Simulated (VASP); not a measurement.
Given:

```
CELL_PARAMETERS angstrom
      1.96475    -3.43728     0.00000
      1.96475     3.43728     0.00000
      0.00000     0.00000     3.99292
ATOMIC_POSITIONS crystal
  Ga 0.15389 0.84611 0.91904
  Ga 0.34611 0.65389 0.41904
  Ga 0.65389 0.34611 0.58096
  Ga 0.84611 0.15389 0.08096
```

Level of theory: LDA (Ceperley-Alder, Perdew-Zunger), VASP's LDA PAW potentials (set 64) (plane waves; VASP). Numerical set-up: 500 eV cut-off, 9×9×8 Γ-centred mesh, first-order Methfessel-Paxton smearing of 0.10 eV, potentials Ga_d.

Problem. What does the run give for the energy per atom (σ→0), pressure, band gap (on the k-mesh) with the smallest direct gap where there is one?

Solution. 
The band gap (on the k-mesh) is none (metal, semimetal or under 0.01 eV). The energy per atom (σ→0) comes out as -3.094 eV/atom. The pressure is 45.00 GPa.

Total energies compare only between runs with the same potentials, cut-off and functional.

The compound is Ga in the alpha structure. It was relaxed first under an external pressure of 45 GPa.
